vdW-DF2 looks wrong. It contains a nonlocal correlation term meant to describe the attraction between distant electron clouds, yet it gives the largest crystal of all, 11.84 % above the starting volume. vdW-DF-cx, which also contains such a term, leaves the volume almost unchanged. All the other gradient-corrected functionals lie between these two, so the letters vdW in a name do not tell whether CdS comes out small or large. The nonlocal term is part of the functionals themselves, not a separate dispersion correction.

Plane-wave DFT relaxations of cell shape, volume and atomic positions for CdS (P6_3mc, 4 atoms) in VASP 6.6.1, with PAW potentials, a 600 eV cutoff, a 7×7×4 k mesh and Fermi-Dirac smearing of 0.05 eV. No spin polarisation or separate dispersion correction was included. Volume changes are relative to the starting cell (a = 4.15 Å, c = 6.737 Å).

```
 functional                            potentials  volume change (%)  relaxed length a (Å)  relaxed length c (Å)
        LDA  VASP PAW LDA potentials, recommended             -4.340                 4.083                 6.658
        PBE  VASP PAW PBE potentials, recommended              4.130                 4.201                 6.847
     revPBE  VASP PAW PBE potentials, recommended              7.200                 4.242                 6.912
       RPBE  VASP PAW PBE potentials, recommended              8.390                 4.258                 6.938
       BLYP  VASP PAW PBE potentials, recommended             10.210                 4.279                 6.983
   BEEF-vdW  VASP PAW PBE potentials, recommended              6.350                 4.229                 6.898
       PW91  VASP PAW PBE potentials, recommended              4.030                 4.200                 6.843
 optB88-vdW  VASP PAW PBE potentials, recommended              3.080                 4.185                 6.829
 optPBE-vdW  VASP PAW PBE potentials, recommended              5.230                 4.215                 6.872
rev-vdW-DF2  VASP PAW PBE potentials, recommended              1.820                 4.169                 6.796
  vdW-DF-cx  VASP PAW PBE potentials, recommended              0.080                 4.145                 6.759
    vdW-DF2  VASP PAW PBE potentials, recommended             11.840                 4.299                 7.021
```

The explanation starts with exchange, the lowering of the electronic energy that results from electrons of like spin keeping apart. LDA takes it at each point from a uniform electron gas of the local density n. The other functionals multiply this local value by an enhancement factor F:

E_x = ∫ n ε_x(n) F(s) d³r, with s = |∇n| / [2(3π²)^(1/3) n^(4/3)]

Here ε_x is the negative exchange energy per electron of the uniform gas, and s measures how fast the density varies on its own length scale. When the crystal expands, the density between the atoms thins out and s tends to rise there. If F climbs steeply with s, expansion is rewarded with exchange energy that LDA would not give, and the crystal grows until the stiffness of its bonds balances the extra outward push.

This argument gives a simple rule for functionals that share the same correlation. If the crystal is about equally stiff in all of them, the difference in volume should be proportional to the difference in steepness:

ΔV ≈ K ΔR, with R = F(1.5) − F(0.5)

ΔV is counted in percentage points of the starting volume. The constant K was fitted to five differences: revPBE and RPBE against PBE, optB88-vdW and optPBE-vdW against vdW-DF-cx, and vdW-DF2 against rev-vdW-DF2. It comes out at about 86 points per unit of R, with a typical miss of 0.7 points, as the output printed below shows. The values of s inside the crystal were not computed, so the range is a choice, and K is an empirical scale, not a measured stiffness.

The puzzle of vdW-DF2 can now be worked through. vdW-DF2 and rev-vdW-DF2 have the same correlation, so the gap between them comes from exchange. The rise R is 0.290 for the first and 0.184 for the second:

ΔV ≈ 86 × (0.290 − 0.184) ≈ 9 points

The calculated gap is 11.84 − 1.82 ≈ 10 points. This pair was part of the fit, so the agreement shows that one scale can serve different families, not that the rule predicts new cases. Steeper exchange thus explains why vdW-DF2 gives a much larger crystal than rev-vdW-DF2, despite the same nonlocal attraction. Why vdW-DF2 is also the largest of all is less clear. By R, revPBE and RPBE are steeper still, at 0.301 and 0.316, yet they give smaller crystals. But R hides where a factor climbs: between s = 0.5 and 1, that of vdW-DF2 rises fastest of the three. Since revPBE and RPBE also use a different correlation, these rows cannot separate the effect of an early climb in exchange from that of correlation.

At the top of the table, LDA has F = 1 everywhere and therefore no reward for thinning the density. It is the only row that contracts the cell, and PBE lies 8.5 points above it. The exchange rule alone would make that step about 22 points, far too much. Part of the reason is standard theory: PBE also corrects correlation for gradients, and that correction opposes the one to exchange. The rule is also stretched here well beyond the differences it was fitted to, and LDA has its own potentials, whose effect on this step is untested. All other rows use potentials made for PBE; for the functionals other than PBE this is a mismatch, normally small but also untested here.

revPBE and RPBE allow a clean comparison with PBE, because they change only its exchange part. All three factors start out alike at small s and separate as the density varies more strongly. PBE climbs least between s = 0.5 and 1.5, and it gives the smallest crystal of the three; revPBE adds 3.1 points and RPBE 4.3. The rule gets this order right but makes both steps about one point too large. These three rows show that a change in the exchange factor alone can move the volume by several per cent.

BLYP breaks the pattern. Its exchange is hardly steeper than that of PBE, and the rule, which was not fitted to this row, allows it less than one extra point. The calculation gives 6.1. Most of the excess therefore points to the other half of the functional, the LYP correlation, although no row pairs BLYP's exchange with PBE's correlation to settle the matter. A plausible reason is that, in a nearly uniform electron gas, the LYP correlation energy is too small and also grows too slowly with density, so it pulls a dense solid together too weakly.

The next two rows need less comment. BEEF-vdW has an exchange factor adjusted to reference data and a mixed correlation, so it belongs to none of the families, and the rule was not applied to it. PW91 and PBE were built to behave almost alike, and their lengths a differ by only 0.001 Å. They count as one result.

vdW-DF-cx, optB88-vdW and optPBE-vdW again share one correlation, and their volumes rise in the order of their exchange steepness. The last of them also shows why nonlocal correlation need not shrink a crystal. Its exchange is slightly less steep than that of PBE, yet its volume is 1.1 points larger. The nonlocal term is not added on top of PBE: it replaces PBE's gradient correction to correlation, which itself favours a smaller crystal. What counts is the balance between what is removed and what is put in.

The near-zero volume change of vdW-DF-cx should not be read as a perfect result. Zero means agreement with the starting cell, and the table holds no measured volume to judge it by. The small total also hides a change of shape: measured from the edges of the starting cell, a shrinks by 0.12 %, to 4.145 Å in the relaxed cell, while c grows by 0.33 %, to 6.759 Å.

A layered crystal such as graphite would behave differently. Its sheets are held together mainly by the long-range attraction that nonlocal correlation describes, and PBE, which lacks it, hardly binds them. In CdS each atom has four close neighbours of the other kind, and the bonds exist without that term. For a similar tetrahedral semiconductor, the first question is therefore which correlation a functional uses, and the second is how steeply its exchange factor climbs. Within one correlation, the steeper factor should give the larger crystal.

The analysis program printed:

```
fit of dV on 5 rows (used > 0): coefficient of dR 86.04 +/- 5.6; rms 0.742, worst RPBE 1.02, leave-one-out rms 1.08
  rows outside the fit (model, value, miss): LDA -21.9, -8.47, -13.4; PBE 0, 0, 0; BLYP 0.7121, 6.08, -5.37; BEEF-vdW 0, 2.22, -2.22; PW91 0, -0.1, 0.1; rev-vdW-DF2 0, 0, 0; vdW-DF-cx 0, 0, 0
Exchange steepness and volume against the family reference (PBE for rows without family):
          row  rise of F from s 0.5 to 1.5 (0 if not entered)  volume difference in points  predicted difference in points
          LDA                                               0                        -8.47                           -21.9
          PBE                                          0.2546                            0                               0
       revPBE                                           0.301                         3.07                           3.999
         RPBE                                           0.316                         4.26                           5.282
         BLYP                                          0.2628                         6.08                          0.7121
     BEEF-vdW                                               0                         2.22                               0
         PW91                                               0                         -0.1                               0
   optB88-vdW                                          0.2189                            3                           2.648
   optPBE-vdW                                           0.247                         5.15                           5.065
  rev-vdW-DF2                                          0.1835                            0                               0
    vdW-DF-cx                                          0.1881                            0                               0
      vdW-DF2                                          0.2901                        10.02                           9.176
Spread of volume change over all rows, points: 16.18
Spread among rows with nonlocal correlation, points: 11.76
RPBE shift over revPBE shift, both from PBE, computed: 1.388
Same ratio from rise of F, s 0.5 to 1.5, no fit: 1.321
Rms miss if only s 0.5 to 1 counts, points: 1.138
revPBE shift predicted if only s 0.5 to 1 counts, points: 1.7
BLYP excess over PBE not covered by exchange rule, points: 5.368
rev-vdW-DF2 minus vdW-DF-cx, points: 1.74
optPBE-vdW minus PBE, points: 1.1
Starting c/a: 1.623
Smallest relaxed c/a: 1.629
vdW-DF-cx change of a, %: -0.1205
vdW-DF-cx change of c, %: 0.3266
```
